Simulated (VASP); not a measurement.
Here is the system:

```
ScC
1.0
    3.88683     0.00000     0.00000
   -1.94341     3.36609     0.00000
    0.00000     0.00000     4.49888
Sc C
2 2
Direct
  0.33333   0.66667   0.93749
  0.66667   0.33333   0.43749
  0.33333   0.66667   0.43751
  0.66667   0.33333   0.93751
```

Level of theory: LDA (Ceperley-Alder, Perdew-Zunger), VASP's LDA PAW potentials (set 64) (plane waves; VASP). Settings: 520 eV cut-off, 10×10×8 Γ-centred mesh, tetrahedra with Blöchl corrections, potentials Sc_sv C.

### Question
The job: ScC (relaxed from the wurtzite structure, space group P6_3/mmc), 4 atoms, LDA, static run, 520 eV, 10×10×8 Γ-centred mesh. Roughly how much core time does it take on a busy server core?

### Answer
About 50 core-seconds (one run on a shared machine, a rough figure). It had 70 irreducible k-points, 19 bands, up to 1602 plane waves and 14 electronic steps.

The structure was generated: ScC was put into the wurtzite type (P6_3mc), which need not be its known phase. It was relaxed first, which changed the volume by -36 %. The relaxed cell has space group P6_3/mmc.
